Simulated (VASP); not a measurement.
A convergence study with VASP on SiC (zinc blende): a few settings are varied, all else stays as given below, so the limit is that of these other settings. The cell's lengths are 1 % over those of the tabulated start and one atom is moved, so it is off equilibrium.

```yaml
crystal:
  lattice:
    - [0.00000, 2.20180, 2.20180]
    - [2.20180, 0.00000, 2.20180]
    - [2.20180, 2.20180, 0.00000]
  atoms:
    - { symbol: Si, position: [0.00000, 0.00000, 0.00000] }
    - { symbol: C, position: [0.23624, 0.26376, 0.26376] }
```

Method: LDA (Ceperley-Alder, Perdew-Zunger), VASP's LDA PAW potentials (set 64) (plane waves; VASP). The last row used: LREAL = Auto, 700 eV cut-off, 9×9×9 Γ-centred mesh, Gaussian smearing of 0.050 eV, potentials Si C.

Gaps are read on the run's mesh, which can miss a band edge.

```json
[
 {"setting": "ENCUT = 400, LREAL = .FALSE., PREC = Normal", "E (eV/atom)": "-8.2911", "pressure (GPa)": "-10.93", "gap on the mesh (eV)": "1.184", "plane waves": "397"},
 {"setting": "ENCUT = 500, LREAL = .FALSE., PREC = Normal", "E (eV/atom)": "-8.2881", "pressure (GPa)": "-9.88", "gap on the mesh (eV)": "1.185", "plane waves": "556"},
 {"setting": "ENCUT = 600, LREAL = .FALSE., PREC = Normal", "E (eV/atom)": "-8.2890", "pressure (GPa)": "-10.04", "gap on the mesh (eV)": "1.185", "plane waves": "725"},
 {"setting": "ENCUT = 700, LREAL = .FALSE., PREC = Normal", "E (eV/atom)": "-8.2908", "pressure (GPa)": "-10.09", "gap on the mesh (eV)": "1.186", "plane waves": "914"},
 {"setting": "ENCUT = 400, LREAL = .FALSE., PREC = Accurate", "E (eV/atom)": "-8.2909", "pressure (GPa)": "-10.94", "gap on the mesh (eV)": "1.184", "plane waves": "397"},
 {"setting": "ENCUT = 500, LREAL = .FALSE., PREC = Accurate", "E (eV/atom)": "-8.2881", "pressure (GPa)": "-9.88", "gap on the mesh (eV)": "1.185", "plane waves": "556"},
 {"setting": "ENCUT = 600, LREAL = .FALSE., PREC = Accurate", "E (eV/atom)": "-8.2890", "pressure (GPa)": "-10.04", "gap on the mesh (eV)": "1.185", "plane waves": "725"},
 {"setting": "ENCUT = 700, LREAL = .FALSE., PREC = Accurate", "E (eV/atom)": "-8.2908", "pressure (GPa)": "-10.09", "gap on the mesh (eV)": "1.186", "plane waves": "914"},
 {"setting": "ENCUT = 400, LREAL = Auto, PREC = Normal", "E (eV/atom)": "-8.2917", "pressure (GPa)": "-10.89", "gap on the mesh (eV)": "1.184", "plane waves": "397"},
 {"setting": "ENCUT = 500, LREAL = Auto, PREC = Normal", "E (eV/atom)": "-8.2880", "pressure (GPa)": "-9.88", "gap on the mesh (eV)": "1.185", "plane waves": "556"},
 {"setting": "ENCUT = 600, LREAL = Auto, PREC = Normal", "E (eV/atom)": "-8.2887", "pressure (GPa)": "-9.79", "gap on the mesh (eV)": "1.185", "plane waves": "725"},
 {"setting": "ENCUT = 700, LREAL = Auto, PREC = Normal", "E (eV/atom)": "-8.2908", "pressure (GPa)": "-10.21", "gap on the mesh (eV)": "1.186", "plane waves": "914"},
 {"setting": "ENCUT = 400, LREAL = Auto, PREC = Accurate", "E (eV/atom)": "-8.2912", "pressure (GPa)": "-10.91", "gap on the mesh (eV)": "1.184", "plane waves": "397"},
 {"setting": "ENCUT = 500, LREAL = Auto, PREC = Accurate", "E (eV/atom)": "-8.2884", "pressure (GPa)": "-9.90", "gap on the mesh (eV)": "1.185", "plane waves": "556"},
 {"setting": "ENCUT = 600, LREAL = Auto, PREC = Accurate", "E (eV/atom)": "-8.2893", "pressure (GPa)": "-10.03", "gap on the mesh (eV)": "1.185", "plane waves": "725"},
 {"setting": "ENCUT = 700, LREAL = Auto, PREC = Accurate", "E (eV/atom)": "-8.2910", "pressure (GPa)": "-10.04", "gap on the mesh (eV)": "1.186", "plane waves": "914"}
]
```

Left out are rungs that failed or repeat a setting and relaxations that didn't move; long series are thinned to 24 rows.

The compound is SiC in the zinc blende structure. The cell was not relaxed at this level, it is distorted from the ideal structure.
